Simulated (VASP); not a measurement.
K:

```
CELL_PARAMETERS angstrom
-2.61800 2.61800 2.61800
2.61800 -2.61800 2.61800
2.61800 2.61800 -2.61800
ATOMIC_POSITIONS crystal
K 0.00000 0.00000 0.00000
```

```yaml
Program: VASP 6.6.1
Task: relaxation of cell and atoms
Functional: LDA
Potentials_or_basis: VASP PAW LDA potentials, release 64 (K_sv)
Cutoff: 600 eV
k_mesh: 12 × 12 × 12
Occupations: gaussian, width 0.1 eV
Spin: no spin polarisation
```

At the start: pressure -0.4 GPa; volume 71.77 Å³/atom.

How do energy, volume and symmetry change on relaxing?

Over 4 steps the energy falls by 10.7 meV/atom and the volume is 64.13 Å³/atom (-10.7 %); space group Im-3m (No. 229, to 0.05 Å).

Step by step:
```tsv
step	energy change (eV)	largest force (eV/Å)	pressure (GPa)	volume (Å³)
1	0.0000	0.0000	-0.41	71.77
2	-0.0044	0.0000	-0.33	69.88
3	-0.0106	0.0000	-0.02	64.39
4	-0.0107	0.0000	0.00	64.13
```

Final structure:
```
K
1.0
    -2.52148    2.52148    2.52148
     2.52148   -2.52148    2.52148
     2.52148    2.52148   -2.52148
K
1
Direct
  0.00000 0.00000 0.00000
```

Caveat: the volume moved by -11 % from the deposited cell, more than functionals usually miss.
